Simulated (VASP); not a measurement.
Computed with RPBE GGA, VASP's PBE PAW potentials (set 64) (plane waves; VASP).

The input files of a VASP run:

**POSCAR**
```
K
1
   -2.6400000000     2.6400000000     2.6400000000
    2.6400000000    -2.6400000000     2.6400000000
    2.6400000000     2.6400000000    -2.6400000000
K
1
Direct
  0.0000000000   0.0000000000   0.0000000000
```

File KPOINTS:
```
kpoints
0
Gamma
 9 9 9
0 0 0
```

INCAR:
```
! general
SYSTEM=K
PREC  =Accurate
ENCUT =520
LREAL =.FALSE.
LASPH =.TRUE.

! electronic loop
EDIFF =1E-6
NELM  =100
ALGO  =Normal

! smearing
ISMEAR=1
SIGMA =0.1

! functional
GGA   =RP

! ions
IBRION=2
NSW   =60
ISIF  =3
EDIFFG=-0.01

! output
LWAVE =.FALSE.
LCHARG=.FALSE.
```

POTCAR, in this order: K_sv (PBE.64 set). Program: vasp_std.

Task: What will the output report for the number of irreducible k-points (NKPTS), largest plane-wave count, number of space-group operations, FFT grid (NGX, NGY, NGZ)?

Result: 
The number of irreducible k-points (NKPTS) comes out as 35. The largest plane-wave count comes out as 2006 and the number of space-group operations is 48. The FFT grid (NGX, NGY, NGZ) is 36 × 36 × 36.

The compound is K in the bcc structure. This run relaxes it. Symmetry was kept, so distortions that lower it aren't found.
